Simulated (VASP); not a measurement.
Calculation: LDA (Ceperley-Alder, Perdew-Zunger), VASP's LDA PAW potentials (set 64) (plane waves; VASP 6.6.1).

VASP ran on this input.

KPOINTS:
```
Automatic mesh
0
Gamma
5 5 1
0 0 0
```

**POSCAR**
```
Os
1
    4.2830470000     0.0000000000     0.0000000000
    0.0000000000     4.7088720000     0.0000000000
    0.0000000000     0.0000000000    15.4922000000
Os
10
Direct
  0.7500000000   0.0833330000   0.3227430000
  0.2500000000   0.4166670000   0.3227430000
  0.7500000000   0.5833330000   0.4113750000
  0.2500000000   0.9166670000   0.4113750000
  0.7500000000   0.0833330000   0.5000000000
  0.2500000000   0.4166670000   0.5000000000
  0.7500000000   0.5833330000   0.5886320000
  0.2500000000   0.9166670000   0.5886320000
  0.7500000000   0.0833330000   0.6772570000
  0.2500000000   0.4166670000   0.6772570000
```

INCAR:
```
NELM=100   # most electronic steps
SIGMA=0.1   # width (eV)
ALGO=Normal   # blocked Davidson
ENCUT=300
LWAVE=F
LMAXMIX=6   # l cut-off of mixed one-centre charges
LASPH=T   # aspherical one-centre terms
ISIF=2   # forces and stress, cell fixed
ISMEAR=0   # Gaussian
EDIFF=1E-6   # SCF stop (eV)
PREC=Accurate
LDIPOL=T
LREAL=F
DIPOL=0.5 0.5 0.5
LCHARG=F
IDIPOL=3
SYSTEM=Os
```

POTCAR, in this order: Os (LDA.64 set). Program: vasp_std.

Output

### OSZICAR
```
       N       E                     dE             d eps       ncg     rms          rms(c)
DAV:   1     0.381300845760E+03    0.38130E+03   -0.25909E+04   872   0.932E+02
DAV:   2    -0.748395114555E+02   -0.45614E+03   -0.42968E+03  1096   0.317E+02
DAV:   3    -0.118788973025E+03   -0.43949E+02   -0.41963E+02  1144   0.886E+01
DAV:   4    -0.121954921446E+03   -0.31659E+01   -0.30711E+01  1384   0.194E+01
DAV:   5    -0.122081635601E+03   -0.12671E+00   -0.12321E+00  1256   0.375E+00    0.710E+01
DAV:   6    -0.116490454469E+03    0.55912E+01   -0.19497E+01  1336   0.187E+01    0.333E+01
DAV:   7    -0.135127938525E+03   -0.18637E+02   -0.14938E+02  1496   0.580E+01    0.342E+01
DAV:   8    -0.113324902337E+03    0.21803E+02   -0.11008E+02  1544   0.422E+01    0.570E+00
DAV:   9    -0.114014738425E+03   -0.68984E+00   -0.73280E+00  1328   0.974E+00    0.267E+00
DAV:  10    -0.113985951261E+03    0.28787E-01   -0.37148E-01  1392   0.274E+00    0.238E+00
DAV:  11    -0.113985150313E+03    0.80095E-03   -0.76372E-02  1384   0.119E+00    0.204E+00
DAV:  12    -0.113980431360E+03    0.47190E-02   -0.85515E-02  1408   0.123E+00    0.106E+00
DAV:  13    -0.113979416418E+03    0.10149E-02   -0.20444E-02  1384   0.748E-01    0.101E+00
DAV:  14    -0.113975488439E+03    0.39280E-02   -0.46455E-03  1432   0.338E-01    0.652E-01
DAV:  15    -0.113972957451E+03    0.25310E-02   -0.94205E-03  1432   0.401E-01    0.215E-01
DAV:  16    -0.113973165405E+03   -0.20795E-03   -0.69169E-04  1064   0.155E-01    0.146E-01
DAV:  17    -0.113973283799E+03   -0.11839E-03   -0.19360E-03  1472   0.190E-01    0.555E-02
DAV:  18    -0.113973441364E+03   -0.15757E-03   -0.16319E-04  1136   0.766E-02    0.580E-02
DAV:  19    -0.113973596500E+03   -0.15514E-03   -0.23292E-04  1408   0.591E-02    0.123E-02
DAV:  20    -0.113973662094E+03   -0.65595E-04   -0.34236E-05  1320   0.312E-02    0.974E-03
DAV:  21    -0.113973685393E+03   -0.23299E-04   -0.43653E-06   784   0.811E-03    0.547E-03
DAV:  22    -0.113973690623E+03   -0.52301E-05   -0.10122E-06   720   0.374E-03    0.349E-03
DAV:  23    -0.113973692670E+03   -0.20466E-05   -0.25110E-07   624   0.244E-03    0.131E-03
DAV:  24    -0.113973695094E+03   -0.24241E-05   -0.22793E-07   632   0.205E-03    0.184E-03
DAV:  25    -0.113973696804E+03   -0.17097E-05   -0.13900E-07   624   0.173E-03    0.101E-03
DAV:  26    -0.113973697549E+03   -0.74521E-06   -0.93936E-08   624   0.118E-03
   1 F= -.11397370E+03 E0= -.11395565E+03  d E =-.360983E-01
```

File OUTCAR:
```
------------------------ aborting loop because EDIFF is reached ----------------------------------------
  FORCE on cell =-STRESS in cart. coord.  units (eV):
  Direction    XX          YY          ZZ          XY          YZ          ZX
  --------------------------------------------------------------------------------------
  Total      -19.7500913    -26.1850493    -19.3883869     -0.0000000      0.0000000      0.0000000
  in kB     -101.2737451   -134.2706708    -99.4190111     -0.0000000      0.0000000      0.0000000
  external PRESSURE =    -111.6544756 kB  Pullay stress =       0.0000000 kB
  volume of cell :      312.45
      direct lattice vectors                 reciprocal lattice vectors
     4.283047000  0.000000000  0.000000000     0.233478643  0.000000000  0.000000000
     0.000000000  4.708872000  0.000000000     0.000000000  0.212365084  0.000000000
     0.000000000  0.000000000 15.492200000     0.000000000  0.000000000  0.064548612
 POSITION                                       TOTAL-FORCE (eV/Angst)
 -----------------------------------------------------------------------------------
      3.21229      0.39240      5.00000         0.000000      0.482780      1.793551
      1.07076      1.96203      5.00000        -0.000000     -0.482780      1.793551
      3.21229      2.74684      6.37310        -0.000000      0.899160     -0.378225
      1.07076      4.31647      6.37310        -0.000000     -0.899160     -0.378225
      3.21229      0.39240      7.74610         0.000000     -0.126203      0.000000
      1.07076      1.96203      7.74610         0.000000      0.126203      0.000000
      3.21229      2.74684      9.11920        -0.000000      0.899160      0.378225
      1.07076      4.31647      9.11920         0.000000     -0.899160      0.378225
      3.21229      0.39240     10.49220         0.000000      0.482780     -1.793551
      1.07076      1.96203     10.49220         0.000000     -0.482780     -1.793551
 -----------------------------------------------------------------------------------
    total drift:                                0.000000      0.000000     -0.159937
  FREE ENERGIE OF THE ION-ELECTRON SYSTEM (eV)
  ---------------------------------------------------
  free  energy   TOTEN  =      -113.9736975488 eV

  energy  without entropy=     -113.9375992446  energy(sigma->0) =     -113.95564840
```
(Selected blocks of OUTCAR.)

**OUTCAR**
```
 val. band max:        1.4129276315   @ k =   0.0000   0.2000   0.0000

 cond. band min:       1.4793592769   @ k =   0.2000   0.2000   0.0000


 Fermi energy:         1.4519430112

 k-point     1 :       0.0000    0.0000    0.0000
  band No.  band energies     occupation
      1      -8.5963      2.00000
      2      -6.3458      2.00000
      3      -5.6287      2.00000
      4      -5.0400      2.00000
      5      -5.0126      2.00000
      6      -4.8138      2.00000
      7      -4.6648      2.00000
      8      -4.3027      2.00000
      9      -4.1019      2.00000
     10      -3.7102      2.00000
     11      -3.6974      2.00000
     12      -3.1897      2.00000
     13      -3.1775      2.00000
     14      -3.0917      2.00000
     15      -3.0189      2.00000
     16      -2.7337      2.00000
     17      -2.2968      2.00000
     18      -2.0924      2.00000
     19      -2.0542      2.00000
     20      -1.9343      2.00000
     21      -1.8087      2.00000
     22      -1.7670      2.00000
     23      -1.2265      2.00000
     24      -1.1303      2.00000
     25      -0.9974      2.00000
     26      -0.8636      2.00000
     27      -0.7005      2.00000
     28      -0.6824      2.00000
     29      -0.6603      2.00000
     30      -0.4114      2.00000
     31      -0.3152      2.00000
     32      -0.2230      2.00000
     33      -0.2142      2.00000
     34      -0.0331      2.00000
     35       0.1625      2.00000
     36       0.4171      2.00000
     37       0.7521      2.00000
     38       1.0008      2.00000
     39       1.1838      1.99985
     40       1.2323      1.99810
     41       1.5331      0.25091
     42       1.6534      0.00439
     43       1.7205      0.00015
     44       1.7676      0.00001
     45       2.3494      0.00000
     46       2.3951      0.00000
     47       2.7536      0.00000
     48       3.1875      0.00000

 k-point     2 :       0.2000    0.0000    0.0000
  band No.  band energies     occupation
...
```

At this cut-off the stress carries a Pulay error, which pulls relaxed volumes low. The cell holds a wide vacuum, so values per volume refer to the whole cell. Unless said otherwise, spin-orbit coupling is left out, though it shifts the bands of the heavy elements here.

The cell is a sheet with vacuum, built from a database entry that may be metastable or hypothetical.
